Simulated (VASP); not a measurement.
# Sn2C (Fm-3m): band edges, masses and strain, part 2 of 3

The runs below take Sn2C at its given cell and follow the band edges through several levels. The cell is generated by rule, not measured, and may not be a known phase.

VASP 6.6.1, plane waves and PAW; the level of theory is named at each step.

So far. Step 3 (Bands on a dense mesh): At 148.6 GPa the cell is away from the equilibrium volume of this level: left free, it would expand.

The structure was built from a prototype and need not be the compound's stable phase.

### Step 4. Bands with spin-orbit coupling

This step: PBE, spin-orbit coupling; plane waves and PAW (C, Sn_d); invented cell (VASP 6.6.1).

Spin-orbit coupling can split and shift the band edges, more so for heavy elements, so the bands are solved again with spinors.

INCAR

```
SYSTEM = Sn2C
PREC = Accurate
ENCUT = 520
EDIFF = 1E-06
NELM = 100
ISMEAR = 0
SIGMA = 0.02
LREAL = .FALSE.
ALGO = Normal
GGA = PE
LNONCOLLINEAR = .TRUE.
MAGMOM = 0 0 0 0 0 0 0 0 0
NBANDS = 44
GGA_COMPAT = .FALSE.
LASPH = .TRUE.
LSORBIT = .TRUE.
LORBIT = 11
LWAVE = .FALSE.
LCHARG = .FALSE.
KPAR = 4
ISIF = 2
```

POSCAR

```
Sn2C
1.0
    0.0000000000      2.5927600000      2.5927600000
    2.5927600000      0.0000000000      2.5927600000
    2.5927600000      2.5927600000      0.0000000000
C Sn
1 2
Direct
    0.0000000000      0.0000000000      0.0000000000
    0.2500000000      0.2500000000      0.2500000000
    0.7500000000      0.7500000000      0.7500000000
```

KPOINTS

```
Automatic mesh
0
Gamma
10 10 10
0 0 0
```

KPOINTS_OPT

```
Line mode
16
Line-mode
Reciprocal
  0.00000000   0.00000000   0.00000000 GAMMA
  0.50000000   0.00000000   0.50000000 X

  0.50000000   0.00000000   0.50000000 X
  0.50000000   0.25000000   0.75000000 W

  0.50000000   0.25000000   0.75000000 W
  0.37500000   0.37500000   0.75000000 K

  0.37500000   0.37500000   0.75000000 K
  0.00000000   0.00000000   0.00000000 GAMMA

  0.00000000   0.00000000   0.00000000 GAMMA
  0.50000000   0.50000000   0.50000000 L

  0.50000000   0.50000000   0.50000000 L
  0.62500000   0.25000000   0.62500000 U

  0.62500000   0.25000000   0.62500000 U
  0.50000000   0.25000000   0.75000000 W

  0.50000000   0.25000000   0.75000000 W
  0.50000000   0.50000000   0.50000000 L

  0.50000000   0.50000000   0.50000000 L
  0.37500000   0.37500000   0.75000000 K

  0.62500000   0.25000000   0.62500000 U
  0.50000000   0.00000000   0.50000000 X
```

The projector-augmented-wave data sets are C and Sn_d (PBE family, release 64).

On the command line:

```
$ mpirun -np 4 vasp_ncl
```

The log of the run:

```text
[... set-up lines as in an earlier step ...]
 entering main loop
       N       E                     dE             d eps       ncg     rms          rms(c)
DAV:   1     0.361082614479E+03    0.36108E+03   -0.14496E+04  4528   0.273E+03
DAV:   2     0.516240428752E+02   -0.30946E+03   -0.29495E+03  4136   0.637E+02
DAV:   3    -0.348824392914E+01   -0.55112E+02   -0.52882E+02  4532   0.215E+02
DAV:   4    -0.692752610547E+01   -0.34393E+01   -0.33085E+01  4792   0.560E+01
DAV:   5    -0.702532671073E+01   -0.97801E-01   -0.97539E-01  5228   0.888E+00    0.953E+00
DAV:   6    -0.516462616953E+01    0.18607E+01   -0.34868E+00  5468   0.242E+01    0.497E+00
DAV:   7    -0.516707442221E+01   -0.24483E-02   -0.84079E-01  4608   0.575E+00    0.249E+00
DAV:   8    -0.512406839960E+01    0.43006E-01   -0.68776E-02  6412   0.205E+00    0.892E-01
DAV:   9    -0.511686147391E+01    0.72069E-02   -0.65893E-03  6292   0.969E-01    0.317E-01
DAV:  10    -0.511629337128E+01    0.56810E-03   -0.24941E-03  5712   0.425E-01    0.556E-02
DAV:  11    -0.511627933176E+01    0.14040E-04   -0.34230E-04  4860   0.131E-01    0.197E-02
DAV:  12    -0.511627102888E+01    0.83029E-05   -0.18068E-05  4924   0.442E-02    0.105E-02
DAV:  13    -0.511627230969E+01   -0.12808E-05   -0.90964E-06  4796   0.228E-02    0.825E-03
DAV:  14    -0.511627204687E+01    0.26282E-06   -0.76241E-07  3232   0.990E-03
   1 F= -.51162720E+01 E0= -.51158976E+01  d E =-.748934E-03  mag=    -0.0000    -0.0000    -0.0000
 Start KPOINTS_OPT (optional k-point list driver)
k-point batch [1-47\160]
       N       E                     dE             ncg
DAV:   1     0.174424442701E+05   -0.30028E+05     4544
DAV:   2     0.286983083928E+04   -0.14573E+05     4136
DAV:   3     0.369030667308E+03   -0.25008E+04     4660
DAV:   4     0.232825785914E+03   -0.13620E+03     4808
DAV:   5     0.228694648099E+03   -0.41311E+01     5744
DAV:   6     0.228548722596E+03   -0.14593E+00     6016
DAV:   7     0.228543822370E+03   -0.49002E-02     5920
DAV:   8     0.228543737831E+03   -0.84539E-04     5460
DAV:   9     0.228543736999E+03   -0.83224E-06     3500
[...]
k-point batch [142-160\160]
       N       E                     dE             ncg
DAV:   1     0.381003369300E+05   -0.16189E+05     1812
DAV:   2     0.321074440666E+05   -0.59929E+04     1672
DAV:   3     0.310714588568E+05   -0.10360E+04     1912
DAV:   4     0.310197196871E+05   -0.51739E+02     1924
DAV:   5     0.310181735635E+05   -0.15461E+01     2320
DAV:   6     0.310181111134E+05   -0.62450E-01     2484
DAV:   7     0.310181093612E+05   -0.17522E-02     2412
DAV:   8     0.310181093426E+05   -0.18551E-04     2260
DAV:   9     0.310181093424E+05   -0.27051E-06     1424
```

Elapsed: 58 s, on 4 MPI ranks of Intel Xeon 6975P-C (Granite Rapids), shared host; peak memory 1.4 GiB; 3.8 min of CPU time.

OUTCAR, selected parts (step 4):

```text
The static configuration has the point symmetry O_h .

 Found     47 irreducible k-points:

   k-points           NKPTS =     47   k-points in BZ     NKDIM =     47   number of bands    NBANDS=     44

   NELECT =      32.0000    total number of electrons

 E-fermi :  17.2964

 k-point     1 :       0.0000    0.0000    0.0000
  band No.  band energies     occupation
    ...
     32      15.3388      1.00000
     33      16.2926      1.00000
     34      16.2926      1.00000
     35      16.2926      1.00000
     36      16.2926      1.00000
     37      21.3637      0.00000
     38      21.3637      0.00000
     39      23.0073      0.00000
     40      23.0073      0.00000
     41      23.4435      0.00000
    ...

 k-point     2 :       0.1000    0.0000    0.0000
  band No.  band energies     occupation
    ...
     32      15.9082      1.00000
     33      16.4479      1.00000
     34      16.4479      1.00000
     35      16.6879      1.00000
     36      16.6879      1.00000
     37      22.0494      0.00000
     38      22.0494      0.00000
     39      22.6605      0.00000
     40      22.6605      0.00000
     41      22.9159      0.00000
    ...

  Total       32.4944895     32.4944895     32.4944895      0.0000000      0.0000000     -0.0000000
  in kB     1493.4935518   1493.4935518   1493.4935518      0.0000000      0.0000000     -0.0000000
  external PRESSURE =    1493.4935518 kB  Pullay stress =       0.0000000 kB

 POSITION                                       TOTAL-FORCE (eV/Angst)
 -----------------------------------------------------------------------------------
      0.00000      0.00000      0.00000        -0.000000      0.000000      0.000000
      1.29638      1.29638      1.29638        -0.000000     -0.000000     -0.000000
      3.88914      3.88914      3.88914         0.000000      0.000000      0.000000
 -----------------------------------------------------------------------------------
    total drift:                                0.000000      0.000000      0.000000

  FREE ENERGIE OF THE ION-ELECTRON SYSTEM (eV)
  ---------------------------------------------------
  free  energy   TOTEN  =        -5.1162720469 eV

  energy  without entropy=       -5.1155231131  energy(sigma->0) =       -5.11589758

 Spin-Orbit-Coupling matrix elements
 Ion:    1  E_soc:     -0.0001338
 Ion:    2  E_soc:     -0.1206561
 Ion:    3  E_soc:     -0.1206561

 total charge
# of ion       s       p       d       tot
------------------------------------------
    1        1.039   1.428   0.000   2.467
    2        1.285   1.521  10.337  13.143
    3        1.285   1.521  10.337  13.143
--------------------------------------------------
tot          3.609   4.469  20.675  28.753

 magnetization (x)
# of ion       s       p       d       tot
------------------------------------------
    1       -0.000   0.000   0.000   0.000
    2       -0.000   0.000   0.000  -0.000
    3        0.000   0.000   0.000   0.000
--------------------------------------------------
tot          0.000   0.000   0.000   0.000

 magnetization (y)
# of ion       s       p       d       tot
------------------------------------------
    1       -0.000   0.000   0.000   0.000
    2        0.000   0.000   0.000   0.000
    3        0.000   0.000   0.000   0.000
--------------------------------------------------
tot         -0.000   0.000   0.000   0.000

 magnetization (z)
# of ion       s       p       d       tot
------------------------------------------
    1        0.000  -0.000   0.000  -0.000
    2       -0.000  -0.000   0.000  -0.000
    3       -0.000  -0.000   0.000  -0.000
--------------------------------------------------
tot         -0.000  -0.000   0.000  -0.000

[... 7 parts as in an earlier step ...]

[... 5 further parts left out ...]
```

LASPH is on here and off in the session's scalar semilocal runs, so a comparison with those holds both changes.

This step gave:

- SCF cycles: 14
- bands: 44
- irreducible k-points: 47
- free energy (TOTEN): -5.116 eV
- energy at zero smearing: -5.116 eV
- Fermi energy: 17.30 eV
- pressure: 149.3 GPa

The spin moment in the PAW sphere vanishes on all atoms.

On-site spin-orbit energy by atom:

```
atom  on-site spin-orbit energy (eV)
  C1                           0.000
 Sn2                          -0.121
 Sn3                          -0.121
```

The electronic bands at the labelled points (eV, zero at the Fermi level; # counts the bands kept, so #1 is VASP's band 23):

```csv
point,#7,#8,#9,#10,#11,#12,#13,#14
Γ,-3.71,-3.71,-1.96,-1.96,-1.00,-1.00,-1.00,-1.00
0.53 of the way,-3.55,-3.55,-2.34,-2.34,2.03,2.03,2.05,2.05
X,-4.40,-4.40,-3.73,-3.73,3.64,3.64,4.90,4.90
0.53 of the way,-2.34,-2.34,-2.27,-2.27,2.87,2.87,2.98,2.98
W,0.01,0.01,0.35,0.35,0.63,0.63,0.70,0.70
0.47 of the way,-2.00,-2.00,0.13,0.13,1.71,1.71,1.93,1.93
K,-3.61,-3.61,0.01,0.01,2.58,2.58,3.25,3.25
0.47 of the way,-2.41,-2.41,-0.11,-0.11,0.07,0.07,1.52,1.52
Γ,-3.71,-3.71,-1.96,-1.96,-1.00,-1.00,-1.00,-1.00
0.47 of the way,-3.85,-3.85,-0.25,-0.25,0.14,0.14,0.28,0.28
L,-4.27,-4.27,-0.11,-0.11,0.30,0.30,1.87,1.87
0.47 of the way,-2.90,-2.90,-0.34,-0.34,1.54,1.54,2.42,2.42
U,-3.61,-3.61,0.01,0.01,2.58,2.58,3.25,3.25
0.47 of the way,-2.31,-2.31,0.10,0.10,1.93,1.93,2.08,2.08
W,0.01,0.01,0.35,0.35,0.63,0.63,0.70,0.70
0.47 of the way,-1.78,-1.78,-0.87,-0.87,2.11,2.11,2.45,2.45
L,-4.27,-4.27,-0.11,-0.11,0.30,0.30,1.87,1.87
0.47 of the way,-2.90,-2.90,-0.34,-0.34,1.54,1.54,2.42,2.42
K,-3.61,-3.61,0.01,0.01,2.58,2.58,3.25,3.25
jump to U,-3.61,-3.61,0.01,0.01,2.58,2.58,3.25,3.25
0.47 of the way,-3.93,-3.93,-2.42,-2.42,3.31,3.31,4.30,4.30
X,-4.40,-4.40,-3.73,-3.73,3.64,3.64,4.90,4.90
```

Of the projections kept (C, Sn), the largest for each band there; the rest of the weight can lie on other orbitals:

| point | #7 | #8 | #9 | #10 | #11 | #12 | #13 | #14 |
| --- | --- | --- | --- | --- | --- | --- | --- | --- |
| Γ | C 0.61 | C 0.61 | Sn 1.00 | Sn 1.00 | Sn 1.00 | Sn 1.00 | Sn 1.00 | Sn 1.00 |
| X | Sn 1.00 | Sn 1.00 | Sn 0.75 | Sn 0.75 | C 0.74 | C 0.74 | C 0.51 | C 0.51 |
| W | Sn 0.51 | Sn 0.51 | Sn 0.76 | Sn 0.76 | Sn 0.72 | Sn 0.72 | Sn 0.72 | Sn 0.72 |
| K | Sn 0.88 | Sn 0.88 | Sn 0.70 | Sn 0.70 | C 0.58 | C 0.58 | Sn 0.65 | Sn 0.65 |
| Γ | C 0.61 | C 0.61 | Sn 1.00 | Sn 1.00 | Sn 1.00 | Sn 1.00 | Sn 1.00 | Sn 1.00 |
| L | Sn 0.67 | Sn 0.67 | Sn 1.00 | Sn 1.00 | Sn 1.00 | Sn 1.00 | C 0.50 | C 0.50 |

### Step 5. Orbitals for bands with HSE06

This step: PBE; plane waves and PAW (C, Sn_d); invented cell (VASP 6.6.1).

The hybrid starts from PBE orbitals, which saves many expensive cycles.

INCAR

```
SYSTEM = Sn2C
PREC = Accurate
ENCUT = 520
EDIFF = 1E-05
NELM = 100
ISMEAR = 0
SIGMA = 0.02
LREAL = .FALSE.
ALGO = Normal
GGA = PE
NBANDS = 22
LORBIT = 11
LWAVE = .TRUE.
LCHARG = .FALSE.
KPAR = 4
```

POSCAR is that of step 4.

KPOINTS

```
Automatic mesh
0
Gamma
6 6 6
0 0 0
```

On the command line:

```
$ mpirun -np 4 vasp_std
```

The log of the run:

```text
[... set-up lines as in an earlier step ...]
 entering main loop
       N       E                     dE             d eps       ncg     rms          rms(c)
DAV:   1     0.261676783311E+03    0.26168E+03   -0.15871E+04   756   0.269E+03
DAV:   2     0.195016165308E+02   -0.24218E+03   -0.23284E+03   710   0.506E+02
DAV:   3    -0.614535199966E+01   -0.25647E+02   -0.24813E+02   794   0.146E+02
DAV:   4    -0.703093325242E+01   -0.88558E+00   -0.87770E+00   836   0.282E+01
DAV:   5    -0.705569094798E+01   -0.24758E-01   -0.24755E-01   890   0.452E+00    0.939E+00
DAV:   6    -0.514516776968E+01    0.19105E+01   -0.38116E+00   940   0.240E+01    0.482E+00
DAV:   7    -0.512646870114E+01    0.18699E-01   -0.62359E-01   794   0.443E+00    0.234E+00
DAV:   8    -0.508277027316E+01    0.43698E-01   -0.46144E-02  1072   0.173E+00    0.458E-01
DAV:   9    -0.507763140823E+01    0.51389E-02   -0.60402E-03  1000   0.110E+00    0.727E-02
DAV:  10    -0.507768913031E+01   -0.57722E-04   -0.13028E-03   980   0.261E-01    0.261E-02
DAV:  11    -0.507767983236E+01    0.92979E-05   -0.43212E-05   788   0.589E-02
   1 F= -.50776798E+01 E0= -.50771805E+01  d E =-.998675E-03
 writing wavefunctions
```

It took 2.4 s on 4 MPI ranks; peak memory 0.58 GiB.

Parts of OUTCAR (step 5):

```text
   k-points           NKPTS =     16   k-points in BZ     NKDIM =     16   number of bands    NBANDS=     22

   NELECT =      32.0000    total number of electrons

 E-fermi :  17.1137

 k-point     1 :       0.0000    0.0000    0.0000
  band No.  band energies     occupation
    ...
     14      13.6435      2.00000
     15      13.6435      2.00000
     16      15.9778      2.00000
     17      15.9778      2.00000
     18      15.9778      2.00000
     19      21.3522      0.00000
     20      23.2906      0.00000
     21      23.2907      0.00000
     22      23.2907      0.00000

  Total       32.7072567     32.7072567     32.7072567      0.0000000      0.0000000      0.0000000
  in kB     1503.2726377   1503.2726377   1503.2726377      0.0000000      0.0000000      0.0000000
  external PRESSURE =    1503.2726377 kB  Pullay stress =       0.0000000 kB

 POSITION                                       TOTAL-FORCE (eV/Angst)
 -----------------------------------------------------------------------------------
      0.00000      0.00000      0.00000        -0.000000      0.000000     -0.000000
      1.29638      1.29638      1.29638        -0.000000     -0.000000      0.000000
      3.88914      3.88914      3.88914         0.000000      0.000000     -0.000000
 -----------------------------------------------------------------------------------
    total drift:                                0.000000      0.000000      0.000000

  FREE ENERGIE OF THE ION-ELECTRON SYSTEM (eV)
  ---------------------------------------------------
  free  energy   TOTEN  =        -5.0776798324 eV

  energy  without entropy=       -5.0766811569  energy(sigma->0) =       -5.07718049

[... 6 parts as in an earlier step ...]

[... 10 further parts left out ...]
```

The k-mesh is coarse for a metal.

Numbers from this step:

```yaml
scf_cycles: 11
bands: 22
irreducible_k_points: 16
free_energy_toten: -5.078 eV
energy_at_zero_smearing: -5.077 eV
fermi_energy: 17.11 eV
pressure: 150.3 GPa
```

The run ends at a pressure of 150.33 GPa.

(Part 2 of 3 ends here.)

[Lines on the potential files, build, host, timing and source positions are cut from VASP's logs without a mark.]

[Logs are printed without paths, hosts, clocks, repeated set-up lines and the standing remarks that a program may print on its own settings, such as how far it seeks lower states.]

[Hosts, paths, dates, database ids (printed as entryN), source tags and the programs' standing remarks are cut or masked in the printed files.]

[In band tables of VASP the shares of atoms and orbitals are scaled to a sum of 1 inside the atoms' spheres.]

[Gaps and slopes under strain along one axis are those of the sampled path and mesh points; where strain splits equal valleys, another of them can be the edge.]
